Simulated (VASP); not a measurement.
# Ca7VO8 (Fm-3m) in VASP: further runs, part 2 of 2

VASP 6.6.1.

### Step 3. Single point, PBEsol+U, collinear spin, typed start

Contents of INCAR:

```
SYSTEM = Ca7VO8
PREC = Accurate
ENCUT = 520
EDIFF = 1E-7
ISMEAR = 0
SIGMA = 0.05
LREAL = Auto
LASPH = .True.
NELM = 150
ALGO = Normal
ISIF = 2
LWAVE = .False.
LCHARG = .False.
ISPIN = 2
MAGMOM = 0.75 0 0 0 0 0 0 0 0 0 0 0 0 0 0 0
LORBIT = 11
NUPDOWN = 0.75
LMAXMIX = 4
LDAU = .True.
LDAUTYPE = 2
LDAUL = 2 -1 -1
LDAUU = 3 0 0
LDAUJ = 0 0 0
LDAUPRINT = 1
GGA = PS
NBANDS = 84
```

Contents of KPOINTS:

```
regular mesh
0
Gamma
  3 3 3
  0 0 0
```

Contents of POSCAR:

```
Ca7VO8
1.0
    0.0000000000      4.8150000000      4.8150000000
    4.8150000000      0.0000000000      4.8150000000
    4.8150000000      4.8150000000      0.0000000000
V Ca O
1 7 8
Direct
    0.0000000000      0.0000000000      1.0000000000
    0.0000000000      0.0000000000      0.5000000000
    0.0000000000      0.5000000000      0.0000000000
    0.0000000000      0.5000000000      0.5000000000
    0.5000000000      0.0000000000      0.0000000000
    0.5000000000      0.0000000000      0.5000000000
    0.5000000000      0.5000000000      0.0000000000
    0.5000000000      0.5000000000      0.5000000000
    0.2500000000      0.2500000000      0.2500000000
    0.2450441814      0.2450441814      0.7549558186
    0.2450441814      0.7549558186      0.2450441814
    0.2450441814      0.7549558186      0.7549558186
    0.7549558186      0.2450441814      0.2450441814
    0.7549558186      0.2450441814      0.7549558186
    0.7549558186      0.7549558186      0.2450441814
    0.7500000000      0.7500000000      0.7500000000
```

Potentials or basis: VASP PAW PBE potentials, release 64 (V_sv, Ca_sv, O).

On the command line:

```bash
> cat potpaw_PBE.64/V_sv/POTCAR potpaw_PBE.64/Ca_sv/POTCAR potpaw_PBE.64/O/POTCAR > POTCAR
> mpirun -np 1 vasp_std > vasp.out
```

OUTCAR:

```text
SYSTEM = Ca7VO8
   PREC = Accurate
   ENCUT = 520
   EDIFF = 1E-7
   ISMEAR = 0
   LREAL = Auto
   LASPH = .True.
   NELM = 150
   ISIF = 2
   ISPIN = 2
   LORBIT = 11
   NUPDOWN = 0.75
   GGA = PS

 ion  position               nearest neighbor table
   1  0.000  0.000  0.000-  10 2.36  11 2.36  12 2.36  13 2.36  14 2.36  15 2.36
   2  0.000  0.000  0.500-   9 2.41  16 2.41  12 2.41  13 2.41  14 2.41  11 2.41
   3  0.000  0.500  0.000-   9 2.41  16 2.41  12 2.41  13 2.41  15 2.41  10 2.41
   4  0.000  0.500  0.500-   9 2.41  16 2.41  11 2.41  14 2.41  15 2.41  10 2.41
   5  0.500  0.000  0.000-   9 2.41  16 2.41  11 2.41  14 2.41  15 2.41  10 2.41
   6  0.500  0.000  0.500-   9 2.41  16 2.41  12 2.41  13 2.41  15 2.41  10 2.41
[... 8 lines left out ...]
  15  0.755  0.755  0.245-   1 2.36   3 2.41   4 2.41   5 2.41   6 2.41   8 2.46
  16  0.750  0.750  0.750-   2 2.41   3 2.41   4 2.41   5 2.41   6 2.41   7 2.41

  LATTYP: Found a face centered cubic cell.
 ALAT       =     9.6300000000

  Lattice vectors:

 A1 = (   0.0000000000,   4.8150000000,   4.8150000000)
 A2 = (   4.8150000000,   0.0000000000,   4.8150000000)
 A3 = (   4.8150000000,   4.8150000000,   0.0000000000)

Analysis of symmetry for initial positions (statically):
=====================================================================
 Subroutine PRICEL returns:
 Original cell was already a primitive cell.

 Routine SETGRP: Setting up the symmetry group for a
 face centered cubic supercell.

 Subroutine GETGRP returns: Found 48 space group operations
 (whereof 48 operations were pure point group operations)
 out of a pool of 48 trial point group operations.

The static configuration has the point symmetry O_h .

Analysis of symmetry for dynamics (positions and initial velocities):
=====================================================================
 Subroutine PRICEL returns:
 Original cell was already a primitive cell.

[... 541 lines left out ...]
     76       8.7048      0.00000
     77       8.8000      0.00000
 Fermi energy:         5.7195406701

 spin component 2

 k-point     1 :       0.0000    0.0000    0.0000
  band No.  band energies     occupation
      1     -59.6014      1.00000
      2     -35.5611      1.00000
      3     -34.9427      1.00000
      4     -34.8743      1.00000
      5     -34.8743      1.00000
      6     -34.8743      1.00000
[... 309 lines left out ...]
     76       8.7295      0.00000
     77       8.7768      0.00000
 [bands above 77 left out]

------------------------ aborting loop because EDIFF is reached ----------------------------------------

  FORCE on cell =-STRESS in cart. coord.  units (eV):
  Direction    XX          YY          ZZ          XY          YZ          ZX
  --------------------------------------------------------------------------------------
  -------------------------------------------------------------------------------------
  Total      -11.6478273    -11.6478273    -11.6478273     -0.0000000     -0.0000000      0.0000000
  in kB      -83.5865949    -83.5865949    -83.5865949     -0.0000000     -0.0000000      0.0000000
  external PRESSURE =     -83.5865949 kB  Pullay stress =       0.0000000 kB

 VOLUME and BASIS-vectors are now :
 -----------------------------------------------------------------------------
  energy-cutoff  :      520.00
  volume of cell :      223.26
      direct lattice vectors                 reciprocal lattice vectors
     0.000000000  4.815000000  4.815000000    -0.103842160  0.103842160  0.103842160
     4.815000000  0.000000000  4.815000000     0.103842160 -0.103842160  0.103842160
     4.815000000  4.815000000  0.000000000     0.103842160  0.103842160 -0.103842160

 POSITION                                       TOTAL-FORCE (eV/Angst)
 -----------------------------------------------------------------------------------
      0.00000      0.00000      0.00000        -0.000000      0.000000      0.000000
      2.40750      2.40750      0.00000         0.000000     -0.000000      0.000000
      2.40750      0.00000      2.40750        -0.000000      0.000000      0.000000
      4.81500      2.40750      2.40750         0.000000     -0.000000      0.000000
      0.00000      2.40750      2.40750         0.000000      0.000000      0.000000
      2.40750      4.81500      2.40750        -0.000000      0.000000      0.000000
[... 8 lines left out ...]
      4.81500      4.81500      7.27022         0.000000      0.000000      0.429900
      7.22250      7.22250      7.22250        -0.000000     -0.000000      0.000000
 -----------------------------------------------------------------------------------
    total drift:                                0.000000      0.000000      0.000000

  FREE ENERGIE OF THE ION-ELECTRON SYSTEM (eV)
  ---------------------------------------------------
  free  energy   TOTEN  =      -107.1937565030 eV

  energy  without entropy=     -107.1729257511  energy(sigma->0) =     -107.18334113

 total charge

# of ion       s       p       d       tot
------------------------------------------
    1        2.150   6.091   2.845  11.086
    2        2.039   5.874   0.309   8.223
    3        2.039   5.874   0.309   8.223
    4        2.039   5.874   0.309   8.223
    5        2.039   5.874   0.309   8.223
    6        2.039   5.874   0.309   8.223
[... 8 lines left out ...]
   15        1.545   3.402   0.000   4.947
   16        1.545   3.426   0.000   4.971
--------------------------------------------------
tot         28.779  74.463   4.998 108.240

 magnetization (x)

# of ion       s       p       d       tot
------------------------------------------
    1        0.007   0.005   0.929   0.941
    2       -0.000  -0.000  -0.012  -0.012
    3       -0.000  -0.000  -0.012  -0.012
    4       -0.000  -0.000  -0.012  -0.012
    5       -0.000  -0.000  -0.012  -0.012
    6       -0.000  -0.000  -0.012  -0.012
[... 8 lines left out ...]
   15       -0.000  -0.006   0.000  -0.007
   16        0.000   0.002   0.000   0.002
--------------------------------------------------
tot          0.005  -0.032   0.836   0.809
```

stdout:

```text
POSCAR found type information on POSCAR V CaO
 POSCAR found :  3 types and      16 ions
 scaLAPACK will be used
 -----------------------------------------------------------------------------
|                                                                             |
|                                                                             |
|     You enforced a specific xc type in the INCAR file but a different       |
|     I HOPE YOU KNOW WHAT YOU ARE DOING!                                     |
|                                                                             |
 -----------------------------------------------------------------------------

 LDA part: xc-table for (Slater+PW92), standard interpolation
 POSCAR, INCAR and KPOINTS ok, starting setup
 FFT: planning ... GRIDC
 FFT: planning ... GRID_SOFT
 FFT: planning ... GRID
 WAVECAR not read
 entering main loop
```

Wall time 5.3 min (1 thread of AMD EPYC 9R45 (Zen 5), shared host); peak memory 0.53 GiB.

What came out:

| Item | Value |
| --- | --- |
| Free energy | -107.1938 eV |
| Pressure | -8.4 GPa |
| Largest force | 0.430 eV/Å |
| Net moment | 0.75 μB per cell |
| Site moments | V +0.94; Ca -0.01, -0.02; O +0.00, -0.01 μB |
| Valence electrons inside the program's atomic spheres | V 11.09; Ca 8.22, 8.19; O 4.97, 4.95 |

Forces on the atoms (eV/Å):
```
V    0.000  0.000  0.000
Ca   0.000  0.000  0.000
Ca   0.000  0.000  0.000
Ca   0.000  0.000  0.000
Ca   0.000  0.000  0.000
Ca   0.000  0.000  0.000
Ca   0.000  0.000  0.000
Ca   0.000  0.000  0.000
O    0.000  0.000  0.000
O    0.000  0.000 -0.430
O    0.000 -0.430  0.000
O    0.430  0.000  0.000
O   -0.430  0.000  0.000
O    0.000  0.430  0.000
O    0.000  0.000  0.430
O    0.000  0.000  0.000
```

Eigenvalues of the final occupation matrices:
| site | spin | trace | eigenvalues |
| --- | --- | --- | --- |
| site 1 d | 1 | 1.90 | 0.12 0.12 0.56 0.56 0.56 |
| site 1 d | 2 | 0.97 | 0.10 0.10 0.26 0.26 0.26 |

Caveat: the k mesh is coarse (spacing up to 0.38 Å⁻¹), so the values aren't converged; the PAW data sets were made with another functional, which shifts forces and pressure a little; the total moment is fixed, so each spin has its own Fermi level. The state reached can hang on the start; a lower one may exist.
